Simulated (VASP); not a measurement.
Au, 2 atoms in the cell. Symmetry: Cmcm, No. 63, orthorhombic system. Conventional cell: a = 2.823 Å, b = 5.112 Å, c = 4.893 Å, α = 90.00°, β = 90.00°, γ = 90.00°. Au (site symmetry m2m) is surrounded by 12 Au at 2.82 to 2.97 Å. This isn't the form of Au at room conditions, which is fcc.

- Program: VASP 6.6.1
- Task: single point
- Functional: PBEsol
- Potentials or basis: VASP PAW PBE potentials, release 64 (Au)
- Cutoff: 520 eV
- k mesh: 16 × 16 × 10
- Occupations: gaussian, width 0.1 eV
- Spin: no spin polarisation
- Dipole correction: no
- Further INCAR settings: ALGO = Fast; EDIFF = 1e-07; NBANDS = 18

Potentials or basis: VASP PAW PBE potentials, release 64 (Au).

The run is started by

```sh
$ cat potpaw_PBE.64/Au/POTCAR > POTCAR
$ mpirun -np 1 vasp_std > vasp.out
```

Hardware: 1 thread of Intel(R) Xeon(R) Platinum 8559C (Emerald Rapids), with other jobs on the host.

Q: Estimate the wall time of this run.

A: Wall time 2.8 min on 1 thread of Intel(R) Xeon(R) Platinum 8559C (Emerald Rapids), on a shared host, peak memory 0.33 GiB. Counts: scf iterations 15, k points 438.
